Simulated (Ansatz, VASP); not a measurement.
## Cross-check of Ge (Germanium) between VASP and Ansatz

One calculation is typed for both programs; each brings its own data sets. How far apart do they land? The cell is taken from a series of runs on this material, whose earlier steps may have relaxed, scaled, displaced or heated it; both programs get it as it stands.

Main program and level: Ansatz 0.2.0; plane waves, with VASP 6.6.1 beside it; zone-centre phonons at LDA.

### Step 1. Starting point

The structure is orthorhombic, space group Imma (No. 74). The conventional cell has a = 3.974 Å, b = 4.054 Å, c = 5.578 Å, α = 90.00°, β = 90.00°, γ = 90.00°. Ge has 4 Ge at 2.44 to 2.45 Å nearest.

### Step 2. Ansatz: zone-centre phonons, LDA

Ansatz runs on its PAW soft_1 files.

Second derivatives magnify differences that forces hide, and they need a tight electronic threshold.

input.yaml reads:

```yaml
crystal:
  lattice:
    - [0.0283570436, 2.8386004822, 2.7889906073]
    - [2.8386004822, 0.0283570436, 2.7889906073]
    - [2.8669575257, 2.8669575257, 0.0]
  atoms:
    - { symbol: Ge, position: [0.5012769524, 0.5012769524, 0.498659564] }
    - { symbol: Ge, position: [0.7487230476, 0.7487230476, 0.751340436] }
kpoints:
  mp_grid: { grid: [12, 12, 12], shift: [0.5, 0.5, 0.5] }
hamiltonian:
  xc: lda
  pseudopotentials: { kind: paw, azcp: { folder: soft_1 }, xc_functional: pbe }
scf:
  occupations: { method: gaussian, width: 0.015 }
output:
  eigenvalues: true
phonons:
  method: dfpt
```

The run is started by

```
ansatz run input.yaml --threads 4 --pin off --max-ram 10240MiB --backend cpu --events-out ev --progress --plain --runs-dir out
```

Numbers of over 12 decimals in the logs are rounded to 6 here.

Output:

```text
Engine: ansatz 0.2.0, x86_64-unknown-linux-gnu
Pseudopotentials: kind: paw
Pseudopotential: Ge, paw, valence charge 14, recommended cutoff 420 eV (normal), soft_1/Ge.paw.azcp
Functional definition: SPW92
  exchange = slater_x
  correlation = pw_c
Crystal: 2 atoms, lattice volume = 44.941 Å³
Basis set: ecut = 420 eV, 889 PW (Γ), exchange–correlation on 64×64×64 points (8 copies of the dense FFT grid, shifted against one another)
Bands: 18, of which v1, the nominal top of the filled ones, is band 14 counted from 1 (13 counted from 0)
Symmetry: 4 space group operations
k-points: 864 of 1728 (irreducible under 1 space group operation, time reversal used)
Non-local potential: Ge, projectors of the file, l = 0: 2, l = 1: 2, l = 2: 3, l = 3: 1
PAW form: soft (Blöchl's): semilocal exchange-correlation on the pseudo side does not see the compensation charge
PAW frozen core: Ge, regenerated for the run's functional, and the local potential with it (the file was generated under x = pbe(κ = 0.804, μ = 0.219515), c = pbe(β = 0.066725))
PAW one-centre angular grid: Ge, 590 points (default); XC on 64 Gauss nodes
Initial density: superposition of atomic densities (chi_scale 0.1, normalization cell)
Initial wavefunctions: pseudopotential atomic-orbital guess
Functional: x = slater, c = lda
SCF iter   1: F=—  HF=-8431.582249 eV  |F-HF|=—  |Δ(HF+E_count)|=         —  Δρ=3.48e-2  dr2=4.99e-1  ethr=3.10e-3  ⟨swp⟩=6.0  Hψ=72490  notcnv=0
preconditioner: auto → none  [insulator: Δε(μ)=0.331 eV  Ē_g=23.432 eV  σ=0.015 eV  W_gap=1.00  n_scr=14 (ndim 8)  ℏωp=29.3 eV  f_vac=0.000  D(μ)=0.00/eV (n_scr^D=0)  ε∞_Penn≈2.6]
SCF iter   2: F=—  HF=-8431.462994 eV  |F-HF|=—  |Δ(HF+E_count)|=   1.19e-1  Δρ=1.59e-2  dr2=8.23e-2  ethr=1.78e-3  ⟨swp⟩=2.0  Hψ=25918  notcnv=0
SCF iter   3: F=—  HF=-8431.448164 eV  |F-HF|=—  |Δ(HF+E_count)|=   1.48e-2  Δρ=2.24e-3  dr2=5.86e-4  ethr=2.94e-4  ⟨swp⟩=2.0  Hψ=22513  notcnv=0
SCF iter   4: F=—  HF=-8431.448318 eV  |F-HF|=—  |Δ(HF+E_count)|=   1.54e-4  Δρ=4.55e-4  dr2=7.86e-5  ethr=2.09e-6  ⟨swp⟩=2.0  Hψ=31074  notcnv=0
SCF iter   5: F=—  HF=-8431.448114 eV  |F-HF|=—  |Δ(HF+E_count)|=   2.04e-4  Δρ=5.11e-5  dr2=9.39e-7  ethr=2.81e-7  ⟨swp⟩=2.0  Hψ=30061  notcnv=0
SCF iter   6: F=—  HF=-8431.448113 eV  |F-HF|=—  |Δ(HF+E_count)|=   1.67e-6  Δρ=3.07e-5  dr2=2.60e-7  ethr=3.35e-9  ⟨swp⟩=2.0  Hψ=27648  notcnv=0
SCF iter   7: F=—  HF=-8431.448113 eV  |F-HF|=—  |Δ(HF+E_count)|=   1.53e-7  Δρ=7.05e-6  dr2=1.07e-8  ethr=9.29e-10  ⟨swp⟩=2.0  Hψ=26656  notcnv=0
SCF iter   8: F=—  HF=-8431.448113 eV  |F-HF|=—  |Δ(HF+E_count)|=   1.04e-8  Δρ=5.96e-7  dr2=6.73e-11  ethr=3.80e-11  ⟨swp⟩=2.0  Hψ=27066  notcnv=0
SCF iter   9: F=-8431.448113 eV  HF=-8431.448113 eV  |F-HF|=9.09e-12  |Δ(HF+E_count)|=  2.55e-11  Δρ=1.01e-7  dr2=2.41e-12  ethr=1.00e-12  ⟨swp⟩=5.2  Hψ=67709  notcnv=0
SCF 1 converged in 9 iterations: F = -8431.448113 eV  dr2 = 2.41e-12
  greatest PAW one-centre occupation: 0.998 electrons in one spin orbital (limit 2), on the Ge atom at site 1 (counted from 0), in its partial waves of l = 2
DFPT response loops at Γ: preconditioner auto → none (the input reference at scf.mixing.eps_inf says where Resta's filter doesn't serve); β = 0.50; Broyden in place of MSR1
SCF converged after 9 iterations
Free energy (F): -8431.448113 eV
Harris-Foulkes:  -8431.448113 eV  (|F-HF|=9.09e-12)
Internal energy: -8431.448113 eV  (E = F + TS)
E sigma→0 (E₀):  -8431.448113 eV
Fermi energy:    8.414366 eV
--- Per-component energies (eV) ---
  E_band       = -308.873316
  E_kinetic    = 186.812518
  E_local      = -4500.427020  (includes V_loc(G=0)·N_el)
  E_nonlocal   = 441.927354
  E_hartree    = 2142.433545
  E_xc         = -143.026261
  E_vxc        = -131.508548  (∫ρ·V_xc dr)
  E_paw        = -3868.994639  (= ΣΔE_a)
  E_vpaw       = -590.544839  (= ΣTr[D̂ρ^β])
  E_aug_tail   = 0.000032  (compensation charges beyond the density's cutoff)
  E_ewald      = -2693.990295
  E_core_change = 3.816653  (= ΣΔE_core)
  E_smearing   = -0.000000  (= −TS)
  E_closure    = 0.000000  (closes the sum)
  Σ components = -8431.448113   (vs F -8431.448113, Δ=0.00e0)
--- Band table (eV; the first three rows and the last of 864) ---
  k-point 0: bands = [... 10 lower, -4.5212, 7.4700, 8.3012, 8.3170, 8.8645, 10.8624, 10.8851, 11.0480]
  k-point 1: bands = [... 10 lower, -4.4114, 6.2755, 7.8345, 8.2329, 9.5212, 11.1643, 11.1645, 11.4746]
  k-point 2: bands = [... 10 lower, -4.1382, 4.7391, 7.3806, 7.9025, 9.4843, 11.5636, 11.7648, 12.6362]
  k-point 863: bands = [... 10 lower, -2.3813, 0.6750, 6.5366, 6.8881, 8.5528, 11.8908, 12.1663, 15.3537]
--- Phonons (Γ-DFPT): 2 representative perturbations + reference, on 864 of 1728 k-points (Σ response iterations 6) ---
  k mesh reduced under 1 symmetry operation, with k and −k counted as one. Each operation leaves every solved perturbation unchanged. A smaller set is not used because it would not reduce the number of displacements times k-points to solve
  ASR residual: 1.985e-5 → 0.000e0 eV/Å²; symmetrization residual: 2.342e-6 eV/Å²
  ASR residual per site (eV/Å²): 1.99e-5 1.99e-5
  Γ frequencies (cm⁻¹): 0.00 0.00 0.00 286.94 289.37 293.16
  non-analytic LO–TO correction: not included (Born effective charges unavailable; polar crystals: no LO–TO splitting at Γ)
```

In the SCF lines HF is the Harris–Foulkes energy and dr2 the Hartree energy of the density residual, in eV; the loop may stop once dr2 is under the threshold and the program's other checks hold. Hψ counts applications of the Hamiltonian.

[end of part 1 of 3]

[Lines on the potential files, build, host, timing and source positions are cut from VASP's logs without a mark.]

[Logs are printed without paths, hosts, clocks, repeated set-up lines and the standing remarks that a program may print on its own settings, such as how far it seeks lower states.]

[Hosts, paths, dates, database ids (printed as entryN), source tags and the programs' standing remarks are cut or masked in the printed files.]
